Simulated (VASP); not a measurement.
Calculation: r2SCAN meta-GGA, VASP's PBE PAW potentials (set 64) (plane waves; VASP).

VASP input:

KPOINTS:
```
Automatic mesh
0
Gamma
16 16 16
0 0 0
```

### INCAR
```
! general
SYSTEM   =  Rh
PREC     =  Accurate
ENCUT    =  480
LREAL    =  .False.
LASPH    =  .True.

! electronic loop
EDIFF    =  1E-7
NELM     =  100
ALGO     =  Normal
LMAXMIX  =  4
LMIXTAU  =  .True.

! smearing
ISMEAR   =  1
SIGMA    =  0.1

! functional
METAGGA  =  R2SCAN

! ions
ISIF     =  2

! output
LWAVE    =  .False.
LCHARG   =  .False.
```

### POSCAR
```
Rh
3.8760
  0.0098039216   0.4901960784   0.4901960784
  0.4901960784   0.0098039216   0.4901960784
  0.5000000000   0.5000000000   0.0000000000
Rh
1
Cart
  0.0000000000   0.0000000000   0.0000000000
```

POTCAR, in this order: Rh_pv (PBE.64 set). Program: vasp_std.

Output of the run:

**OSZICAR**
```
       N       E                     dE             d eps       ncg     rms          rms(c)
DAV:   1     0.913687845629E+02    0.91369E+02   -0.91663E+03 13751   0.141E+03
DAV:   2    -0.275684049808E+02   -0.11894E+03   -0.11415E+03 13998   0.385E+02
DAV:   3    -0.290793120541E+02   -0.15109E+01   -0.14978E+01 16060   0.495E+01
DAV:   4    -0.290891977344E+02   -0.98857E-02   -0.98836E-02 15532   0.404E+00
DAV:   5    -0.290893984163E+02   -0.20068E-03   -0.20067E-03 16913   0.484E-01    0.129E+01
DAV:   6    -0.238669881580E+02    0.52224E+01   -0.64853E+00 14445   0.386E+01    0.301E+00
DAV:   7    -0.241112805156E+02   -0.24429E+00   -0.50373E-01 14040   0.110E+01    0.232E+00
DAV:   8    -0.241164681677E+02   -0.51877E-02   -0.43139E-02 14964   0.283E+00    0.556E-01
DAV:   9    -0.241223913547E+02   -0.59232E-02   -0.17274E-02 15216   0.150E+00    0.171E-01
DAV:  10    -0.241223425561E+02    0.48799E-04   -0.29464E-03 15513   0.604E-01    0.117E-01
DAV:  11    -0.241225830028E+02   -0.24045E-03   -0.41302E-04 15621   0.290E-01    0.306E-02
DAV:  12    -0.241225228637E+02    0.60139E-04   -0.69647E-05 15423   0.918E-02    0.302E-02
DAV:  13    -0.241225575302E+02   -0.34666E-04   -0.46916E-05 15261   0.103E-01    0.413E-03
DAV:  14    -0.241225606257E+02   -0.30955E-05   -0.53366E-06 15726   0.210E-02    0.169E-03
DAV:  15    -0.241225617444E+02   -0.11187E-05   -0.34899E-07 16313   0.729E-03    0.115E-03
DAV:  16    -0.241225615559E+02    0.18853E-06   -0.90952E-08 11894   0.313E-03    0.321E-04
DAV:  17    -0.241225617045E+02   -0.14863E-06   -0.22917E-08  8958   0.165E-03    0.616E-05
DAV:  18    -0.241225615623E+02    0.14219E-06   -0.61492E-09  8124   0.776E-04    0.743E-05
DAV:  19    -0.241225616280E+02   -0.65715E-07   -0.30315E-10  7875   0.196E-04
   1 F= -.24122562E+02 E0= -.24122452E+02  d E =-.328784E-03
```

File OUTCAR:
```
------------------------ aborting loop because EDIFF is reached ----------------------------------------
  FORCE on cell =-STRESS in cart. coord.  units (eV):
  Direction    XX          YY          ZZ          XY          YZ          ZX
  --------------------------------------------------------------------------------------
  Total        0.1777071      0.1777071      0.1131819     -0.6896874      0.0000000      0.0000000
  in kB       20.7633900     20.7633900     13.2242352    -80.5834466      0.0000000      0.0000000
  external PRESSURE =      18.2503384 kB  Pullay stress =       0.0000000 kB
  volume of cell :       13.71
      direct lattice vectors                 reciprocal lattice vectors
     0.038000000  1.900000000  1.900000000    -0.268528464  0.268528464  0.263157895
     1.900000000  0.038000000  1.900000000     0.268528464 -0.268528464  0.263157895
     1.938000000  1.938000000  0.000000000     0.257997936  0.257997936 -0.263157895
 POSITION                                       TOTAL-FORCE (eV/Angst)
 -----------------------------------------------------------------------------------
      0.00000      0.00000      0.00000         0.000000      0.000000     -0.000000
 -----------------------------------------------------------------------------------
    total drift:                                0.000000      0.000000      0.000000
  FREE ENERGIE OF THE ION-ELECTRON SYSTEM (eV)
  ---------------------------------------------------
  free  energy   TOTEN  =       -24.1225616280 eV

  energy  without entropy=      -24.1222328438  energy(sigma->0) =      -24.12245203
```
(Selected blocks of OUTCAR.)

The compound is Rh in the fcc structure. This cell was strained or had an atom moved on purpose.
